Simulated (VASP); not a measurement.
Input:

```yaml
crystal:
  lattice:
    - [1.73543, -3.00584, 0.00000]
    - [1.73543, 3.00584, 0.00000]
    - [0.00000, 0.00000, 5.40448]
  atoms:
    - { symbol: Lu, position: [0.33333, 0.66667, 0.25000] }
    - { symbol: Lu, position: [0.66667, 0.33333, 0.75000] }
```

Computed with optB86b-vdW, VASP's PBE PAW potentials (set 64) (plane waves; VASP 6.6.1). Settings: 520 eV cut-off, Gaussian smearing of 0.050 eV, potentials Lu_3.

Give the energies of bands 7 to 12 at the high-symmetry points, in eV from the Fermi level.

```
band      Γ      M      K      A      L      H
----  -----  -----  -----  -----  -----  -----
7     -6.14  -2.40  -0.99  -4.40  -2.17  -0.66
8     -2.47  -1.45  -0.99  -4.40  -2.17  -0.66
9      0.86  -0.89  -0.75   1.23   0.12  -0.48
10     2.20  -0.31  -0.61   1.23   0.12  -0.48
11     2.20   1.70   1.34   2.11   1.46   0.43
12     2.69   1.86   1.34   2.11   1.46   0.43
```

It has no gap at this level: it comes out as a metal or semimetal.

The compound is Lu in the hcp structure. It was relaxed first.
